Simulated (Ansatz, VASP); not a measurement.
# TaN: VASP beside Ansatz, part 2 of 2

One calculation is typed for both programs; each brings its own data sets. How far apart do they land? The cell is taken from a series of runs on this material, whose earlier steps may have relaxed, scaled, displaced or heated it; both programs get it as it stands.

VASP 6.6.1 and Ansatz 0.2.0.

So far: Set-up; Ansatz: zone-centre phonons, PBEsol.

## 3. VASP: zone-centre phonons, PBEsol

Level of this step: PBEsol; plane waves and PAW (N, Ta_pv) (VASP).

The same cell, functional, mesh and smearing now go to VASP, with its own data sets.

Lines of VASP's logs that name or quote its potential files are left out, and so is its time.

Contents of INCAR:

```
SYSTEM = TaN
PREC = Accurate
ENCUT = 600
EDIFF = 1E-08
NELM = 120
ISMEAR = 1
SIGMA = 0.2
LREAL = .FALSE.
ALGO = Normal
GGA = PS
NBANDS = 14
LASPH = .TRUE.
LORBIT = 11
LWAVE = .FALSE.
LCHARG = .FALSE.
ISIF = 2
IBRION = 8
GGA_COMPAT = .FALSE.
KPAR = 2
```

Contents of POSCAR:

```
TaN
1.0
    0.0373490566      2.1937925424      2.1836255682
    2.1937925424      0.0373490566      2.1836255682
    2.2311415990      2.2311415990     -0.0000000001
N Ta
1 1
Direct
    0.0000000000      0.0000000000      0.0000000000
    0.5000000000      0.5000000000      0.5000000000
```

Contents of KPOINTS:

```
Automatic mesh
0
Gamma
16 16 16
0 0 0
```

PAW data sets: N and Ta_pv (PBE family, release 64).

The run is started by

```bash
mpirun -np 2 vasp_std
```

Numbers of over 12 decimals in the logs are rounded to 6 here.

The program printed:

```text
[banner, memory and clock lines left out]
running    2 mpi-ranks, on    1 nodes
 distrk:  each k-point on    1 cores,    2 groups
 distr:  one band on    1 cores,    1 groups

 POSCAR found type information on POSCAR N Ta
 POSCAR found :  2 types and       2 ions
|                                                                             |
|               ----> ADVICE to this user running VASP <----                  |
|                                                                             |
|     You enforced a specific xc type in the INCAR file but a different       |
|     [... a line on the potential file left out ...]
|     I HOPE YOU KNOW WHAT YOU ARE DOING!                                     |
|                                                                             |

 LDA part: xc-table for (Slater+PW92), standard interpolation
 POSCAR, INCAR and KPOINTS ok, starting setup
 FFT: planning ... GRIDC
 FFT: planning ... GRID_SOFT
 FFT: planning ... GRID
 WAVECAR not read
 entering main loop
       N       E                     dE             d eps       ncg     rms          rms(c)
DAV:   1     0.967877868219E+02    0.96788E+02   -0.97932E+03 17412   0.135E+03
DAV:   2    -0.226378563232E+02   -0.11943E+03   -0.11278E+03 21300   0.343E+02
DAV:   3    -0.259820496665E+02   -0.33442E+01   -0.33015E+01 20228   0.541E+01
DAV:   4    -0.259999565176E+02   -0.17907E-01   -0.17894E-01 20246   0.407E+00
DAV:   6    -0.233313168463E+02    0.26688E+01   -0.57187E+00 20720   0.277E+01    0.104E+01
DAV:   7    -0.232466596042E+02    0.84657E-01   -0.38489E-01 21606   0.602E+00    0.714E+00
DAV:   8    -0.232123626318E+02    0.34297E-01   -0.13796E-01 20868   0.344E+00    0.153E+00
DAV:   9    -0.232077416653E+02    0.46210E-02   -0.13643E-02 19464   0.104E+00    0.368E-01
DAV:  10    -0.232076032514E+02    0.13841E-03   -0.53007E-04 23730   0.285E-01    0.127E-01
DAV:  11    -0.232075654687E+02    0.37783E-04   -0.67820E-05 19782   0.866E-02    0.186E-02
DAV:  12    -0.232075654062E+02    0.62494E-07   -0.36736E-06 22848   0.201E-02    0.179E-03
DAV:  13    -0.232075652808E+02    0.12541E-06   -0.12695E-07 19232   0.314E-03    0.682E-04
DAV:  14    -0.232075652676E+02    0.13172E-07   -0.40687E-09 14886   0.844E-04    0.353E-04
DAV:  15    -0.232075652623E+02    0.52983E-08   -0.73546E-10 10080   0.402E-04
   1 F= -.23207565E+02 E0= -.23207055E+02  d E =-.152958E-02
 Linear response reoptimize wavefunctions to high precision
DAV:   1    -0.232075652624E+02   -0.38426E-10   -0.59345E-11 13062   0.864E-05
 Linear response DOF=           4
 Linear response progress:
  Degree of freedom:   1/  4
       N       E                     dE             d eps       ncg     rms          rms(c)
RMM:   1    -0.234993868346E+00   -0.23499E+00    0.15223E-01 68424   0.297E+00
RMM:   2    -0.230872451742E+00    0.41214E-02   -0.40712E-03 52259   0.517E-01    0.146E-01
RMM:   3    -0.231744881428E+00   -0.87243E-03   -0.84332E-04 47599   0.180E-01    0.747E-02
RMM:   4    -0.233051239117E+00   -0.13064E-02   -0.42068E-04 48525   0.125E-01    0.223E-02
RMM:   5    -0.233145922821E+00   -0.94684E-04   -0.19762E-05 55227   0.351E-02    0.255E-03
RMM:   6    -0.233144774094E+00    0.11487E-05   -0.21503E-06 55340   0.750E-03    0.985E-04
RMM:   7    -0.233135258391E+00    0.95157E-05   -0.12280E-07 55761   0.219E-03    0.397E-04
RMM:   8    -0.233136949453E+00   -0.16911E-05   -0.58975E-08 59003   0.799E-04    0.106E-04
RMM:   9    -0.233135682100E+00    0.12674E-05    0.13018E-08 57405   0.296E-04    0.300E-05
RMM:  10    -0.233135514502E+00    0.16760E-06   -0.49705E-09 63644   0.948E-05    0.175E-05
RMM:  11    -0.233135519421E+00   -0.49182E-08   -0.47942E-09 59982   0.294E-05    0.967E-06
 first order change of Fermi-energy   0.10916E-03
 force on displaced ion       1 direction 1 :  -7.790  -0.367   0.000
 Linear response progress:
  Degree of freedom:   2/  4
       N       E                     dE             d eps       ncg     rms          rms(c)
RMM:   1    -0.235112833849E+00   -0.23511E+00    0.15676E-01 38286   0.297E+00
RMM:   2    -0.231368646966E+00    0.37442E-02   -0.40386E-03 29456   0.516E-01    0.149E-01
RMM:   3    -0.232250517692E+00   -0.88187E-03   -0.85437E-04 26725   0.181E-01    0.765E-02
RMM:   4    -0.233577853317E+00   -0.13273E-02   -0.42807E-04 27143   0.126E-01    0.228E-02
RMM:   5    -0.233678548252E+00   -0.10069E-03   -0.20585E-05 30982   0.357E-02    0.260E-03
RMM:   6    -0.233678527440E+00    0.20812E-07   -0.19958E-06 31010   0.768E-03    0.101E-03
RMM:   7    -0.233668717065E+00    0.98104E-05   -0.19864E-07 30966   0.226E-03    0.401E-04
RMM:   8    -0.233670292289E+00   -0.15752E-05   -0.39415E-08 33034   0.802E-04    0.110E-04
RMM:   9    -0.233669151276E+00    0.11410E-05   -0.75865E-09 32246   0.285E-04    0.300E-05
RMM:  10    -0.233668960172E+00    0.19110E-06   -0.17018E-08 35560   0.912E-05    0.175E-05
RMM:  11    -0.233668955171E+00    0.50006E-08   -0.47704E-09 33811   0.271E-05    0.103E-05
 first order change of Fermi-energy   0.16831E-03
 force on displaced ion       1 direction 3 :  -0.000  -0.000  -8.123
 Linear response progress:
  Degree of freedom:   3/  4
       N       E                     dE             d eps       ncg     rms          rms(c)
RMM:   1    -0.136256646714E+00   -0.13626E+00    0.11518E+01 31989   0.246E+01
RMM:   2    -0.165094399150E+00   -0.28838E-01   -0.26799E-02 48735   0.149E+00    0.110E-01
RMM:   3    -0.164360494996E+00    0.73390E-03   -0.20379E-03 57297   0.290E-01    0.506E-02
RMM:   4    -0.163862317599E+00    0.49818E-03   -0.18086E-04 62093   0.917E-02    0.188E-02
RMM:   5    -0.163656875385E+00    0.20544E-03   -0.17413E-05 62122   0.250E-02    0.471E-03
RMM:   6    -0.163644682379E+00    0.12193E-04   -0.29525E-06 59789   0.865E-03    0.840E-04
RMM:   7    -0.163641793186E+00    0.28892E-05    0.32045E-08 63134   0.252E-03    0.340E-04
RMM:   8    -0.163643685369E+00   -0.18922E-05   -0.87370E-07 65813   0.890E-04    0.757E-05
RMM:   9    -0.163644512503E+00   -0.82713E-06   -0.39758E-07 62775   0.357E-04    0.316E-05
RMM:  10    -0.163644850020E+00   -0.33752E-06   -0.19967E-07 61803   0.188E-04    0.868E-06
RMM:  11    -0.163644893489E+00   -0.43469E-07   -0.11988E-07 67855   0.890E-05    0.480E-06
RMM:  12    -0.163644894077E+00   -0.58833E-09   -0.46780E-08 63256   0.466E-05    0.978E-07
 first order change of Fermi-energy  -0.13012E-03
 force on displaced ion       2 direction 1 :  -7.792  -0.363   0.000
 Linear response progress:
  Degree of freedom:   4/  4
       N       E                     dE             d eps       ncg     rms          rms(c)
RMM:   1    -0.136938586378E+00   -0.13694E+00    0.11468E+01 18297   0.245E+01
RMM:   2    -0.165529459732E+00   -0.28591E-01   -0.26387E-02 27352   0.149E+00    0.112E-01
RMM:   3    -0.164782989224E+00    0.74647E-03   -0.19585E-03 32010   0.289E-01    0.514E-02
RMM:   4    -0.164273889650E+00    0.50910E-03   -0.17234E-04 34344   0.922E-02    0.186E-02
RMM:   5    -0.164069909271E+00    0.20398E-03   -0.16782E-05 34573   0.248E-02    0.494E-03
RMM:   6    -0.164053067732E+00    0.16842E-04   -0.28489E-06 33220   0.863E-03    0.852E-04
RMM:   7    -0.164049488100E+00    0.35796E-05   -0.19201E-06 35106   0.248E-03    0.330E-04
RMM:   8    -0.164051512204E+00   -0.20241E-05   -0.13460E-07 36550   0.880E-04    0.695E-05
RMM:   9    -0.164052263546E+00   -0.75134E-06   -0.18057E-07 34419   0.360E-04    0.314E-05
RMM:  10    -0.164052554236E+00   -0.29069E-06   -0.11300E-07 34974   0.188E-04    0.111E-05
RMM:  11    -0.164052675621E+00   -0.12139E-06    0.32885E-09 35985   0.962E-05    0.323E-06
RMM:  12    -0.164052639372E+00    0.36249E-07    0.45982E-09 34343   0.506E-05    0.114E-06
RMM:  13    -0.164052640907E+00   -0.15346E-08    0.12223E-08 33568   0.278E-05    0.151E-06
 first order change of Fermi-energy   0.16308E-04
 force on displaced ion       2 direction 3 :  -0.000  -0.000  -8.126
 Linear response finished
```

OUTCAR, selected parts (step 3):

```text
ion  position               nearest neighbor table
   1  0.000  0.000  0.000-   2 2.18   2 2.18   2 2.19   2 2.19   2 2.19   2 2.19
   2  0.500  0.500  0.500-   1 2.18   1 2.18   1 2.19   1 2.19   1 2.19   1 2.19

  LATTYP: Found a body centered orthorhombic cell.
 ALAT       =     3.0496716241
 B/A-ratio  =     1.0346394949
 C/A-ratio  =     1.4320397980

 Subroutine GETGRP returns: Found  8 space group operations
 (whereof  8 operations were pure point group operations)

The static configuration has the point symmetry D_2h.

 Found    621 irreducible k-points:

   k-points           NKPTS =    621   k-points in BZ     NKDIM =    621   number of bands    NBANDS=     14

   dimension x,y,z NGX =    28 NGY =   28 NGZ =   28
   dimension x,y,z NGXF=    56 NGYF=   56 NGZF=   56

   ENCUT  =  600.0 eV  44.10 Ry    6.64 a.u.   6.18  6.18  6.30*2*pi/ulx,y,z

   NELECT =      16.0000    total number of electrons

 k-points in reciprocal lattice and weights: Automatic mesh
   0.00000000  0.00000000  0.00000000       0.000
   0.06250000  0.00000000 -0.00000000       0.001
   0.12500000  0.00000000 -0.00000000       0.001
   0.18750000  0.00000000  0.00000000       0.001
   0.25000000  0.00000000 -0.00000000       0.001
   0.31250000  0.00000000  0.00000000       0.001
   0.37500000  0.00000000  0.00000000       0.001
   0.43750000  0.00000000 -0.00000000       0.001
   0.50000000  0.00000000 -0.00000000       0.000
[...]
0.25000000  0.25000000  0.50000000       0.000
  -0.25000000  0.25000000  0.50000000       0.000

 average (electrostatic) potential at core
       1 -61.2252       2 -34.4472

  Total       -0.1138743     -0.1138743      0.1479950     -0.2589272      0.0000000      0.0000000
  in kB       -8.6828650     -8.6828650     11.2845516    -19.7430790      0.0000000      0.0000000
  external PRESSURE =      -2.0270595 kB  Pullay stress =       0.0000000 kB

  energy-cutoff  :      600.00
  volume of cell :       21.01
      direct lattice vectors                 reciprocal lattice vectors
     0.037349057  2.193792542  2.183625568    -0.231863252  0.231863252  0.228976985
     2.193792542  0.037349057  2.183625568     0.231863252 -0.231863252  0.228976985
     2.231141599  2.231141599 -0.000000000     0.224100523  0.224100523 -0.228976985

 POSITION                                       TOTAL-FORCE (eV/Angst)
 -----------------------------------------------------------------------------------
      0.00000      0.00000      0.00000         0.000000     -0.000000      0.000000
      2.23114      2.23114      2.18363         0.000000      0.000000     -0.000000
 -----------------------------------------------------------------------------------
    total drift:                                0.000000      0.000000      0.000000

 Eigenvectors and eigenvalues of the dynamical matrix
 ----------------------------------------------------

   1 f  =   12.385505 THz    77.820424 2PiTHz  413.135984 cm-1    51.222311 meV
             X         Y         Z           dx          dy          dz
      0.000000  0.000000  0.000000    -0.681248   -0.681248    0.000000
      2.231142  2.231142  2.183626     0.189475    0.189475   -0.000000

   2 f  =   12.360041 THz    77.660428 2PiTHz  412.286588 cm-1    51.116999 meV
             X         Y         Z           dx          dy          dz
      0.000000  0.000000  0.000000    -0.000000   -0.000000   -0.963407
      2.231142  2.231142  2.183626     0.000000    0.000000    0.268043

   3 f  =   11.815017 THz    74.235940 2PiTHz  394.106541 cm-1    48.862961 meV
             X         Y         Z           dx          dy          dz
      0.000000  0.000000  0.000000    -0.681222    0.681222    0.000000
      2.231142  2.231142  2.183626     0.189569   -0.189569   -0.000000

   4 f/i=    0.000406 THz     0.002553 2PiTHz    0.013556 cm-1     0.001681 meV
             X         Y         Z           dx          dy          dz
      0.000000  0.000000  0.000000     0.189475    0.189475    0.000000
      2.231142  2.231142  2.183626     0.681248    0.681248    0.000000

   5 f/i=    0.000673 THz     0.004226 2PiTHz    0.022436 cm-1     0.002782 meV
             X         Y         Z           dx          dy          dz
      0.000000  0.000000  0.000000    -0.000000   -0.000000    0.268043
      2.231142  2.231142  2.183626    -0.000000   -0.000000    0.963407

   6 f/i=    0.001234 THz     0.007756 2PiTHz    0.041178 cm-1     0.005105 meV
             X         Y         Z           dx          dy          dz
      0.000000  0.000000  0.000000    -0.189569    0.189569   -0.000000
      2.231142  2.231142  2.183626    -0.681222    0.681222   -0.000000

 ELASTIC MODULI CONTR FROM IONIC RELAXATION (kBar)
 Direction    XX          YY          ZZ          XY          YZ          ZX
 --------------------------------------------------------------------------------
 XX           0.0000      0.0000      0.0000      0.0000      0.0000      0.0000
 YY           0.0000      0.0000      0.0000      0.0000      0.0000      0.0000
 ZZ           0.0000      0.0000      0.0000      0.0000      0.0000      0.0000
 XY           0.0000      0.0000      0.0000      0.0000      0.0000      0.0000
 YZ           0.0000      0.0000      0.0000      0.0000      0.0000      0.0000
 ZX           0.0000      0.0000      0.0000      0.0000      0.0000      0.0000
 --------------------------------------------------------------------------------
```

## 4. Differences

Known differences besides the potentials themselves: the data sets hold 18 valence electrons in Ansatz (on its PAW soft_1 files) and 16 in VASP; the cutoff is 420 eV in Ansatz and 600 eV in VASP; Ansatz makes its cores anew for this functional, VASP keeps those of its PBE data sets. Total energies have different zeros and are not compared.

The two programs side by side:

```tsv
quantity	Ansatz	VASP	difference
optical mode 1 (cm⁻¹)	393.2	394.1	-0.23 %
optical mode 2 (cm⁻¹)	411.1	412.3	-0.28 %
optical mode 3 (cm⁻¹)	412.4	413.1	-0.19 %
```

Modes are paired by rising frequency, not by their patterns, so a pair may set unlike modes beside each other; they are those without the splitting of longitudinal modes.

## 5. Summary of results

* r.m.s. difference of the optical zone-centre modes, each program's sorted by frequency (zone-centre phonons, PBEsol): 0.95 cm⁻¹

The r.m.s. difference of the optical zone-centre modes, each program's sorted by frequency is 0.95 cm⁻¹ (zone-centre phonons, PBEsol). The data sets hold unlike numbers of valence electrons (18 in Ansatz and 16 in VASP), so part of the differences comes from the potentials. Such differences can come from data sets, numerical settings and the points named under the comparisons, not from the functional's error against experiment.

[Lines on the potential files, build, host, timing and source positions are cut from VASP's logs without a mark.]

[Logs are printed without paths, hosts, clocks, repeated set-up lines and the standing remarks that a program may print on its own settings, such as how far it seeks lower states.]

[Hosts, paths, dates, database ids (printed as entryN), source tags and the programs' standing remarks are cut or masked in the printed files.]
